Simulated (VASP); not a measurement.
VASP input:

### INCAR
```
! general
SYSTEM  = CdSe
PREC    = Accurate
ENCUT   = 400
LREAL   = .False.
LASPH   = .True.

! electronic loop
EDIFF   = 1E-6
NELM    = 100
ALGO    = Normal
LMAXMIX = 4

! smearing
ISMEAR  = 0
SIGMA   = 0.05

! functional
GGA     = PE

! ions
IBRION  = 2
NSW     = 60
ISIF    = 3
EDIFFG  = -0.02

! output
LWAVE   = .False.
LCHARG  = .False.
```

File POSCAR:
```
CdSe
1
    2.1922128721    -3.7970238253    -0.0000000000
    2.1922128721     3.7970238253    -0.0000000000
    0.0000000000     0.0000000000     7.1374483473
Cd Se
2 2
Direct
  0.6666670000   0.3333330000   0.5001024707
  0.3333330000   0.6666670000   0.0001024707
  0.6666670000   0.3333330000   0.8758975293
  0.3333330000   0.6666670000   0.3758975293
```

### KPOINTS
```
K-points
0
G
 5 5 3
0 0 0
```

POTCAR, in this order: Cd Se (PBE.64 set). Program: vasp_std.

Q: Write an equivalent input for Ansatz.

A: One equivalent input (not run):
Ansatz 0.2 input:
```yaml
crystal:
  lattice:
    - [2.1922129, -3.7970238, 0.0000000]
    - [2.1922129, 3.7970238, 0.0000000]
    - [0.0000000, 0.0000000, 7.1374483]
  atoms:
    - { symbol: Cd, position: [0.6666670, 0.3333330, 0.5001025] }
    - { symbol: Cd, position: [0.3333330, 0.6666670, 0.0001025] }
    - { symbol: Se, position: [0.6666670, 0.3333330, 0.8758975] }
    - { symbol: Se, position: [0.3333330, 0.6666670, 0.3758975] }
kpoints:
  mp_grid: { grid: [5, 5, 3] }
hamiltonian:
  xc: pbe
  pseudopotentials: { kind: paw }
scf:
  occupations: { method: gaussian, width: 0.05 }
  max_iter: 100
relax:
  max_steps: 60
  f_tol: 0.02
  cell: {}
output: { forces: true, stress: true, eigenvalues: true }
```
What does not carry over: each code has its own PAW files, so the cut-off isn't converted (ENCUT is set for VASP's; basis.ecutwfc is left out, and Ansatz then takes the one that its files recommend); Ansatz stops its SCF on the density residual and VASP on the energy change (EDIFF).

The compound is CdSe in the wurtzite structure. It was relaxed first, which changed the volume by +6 %. The start is the result of an earlier pass.
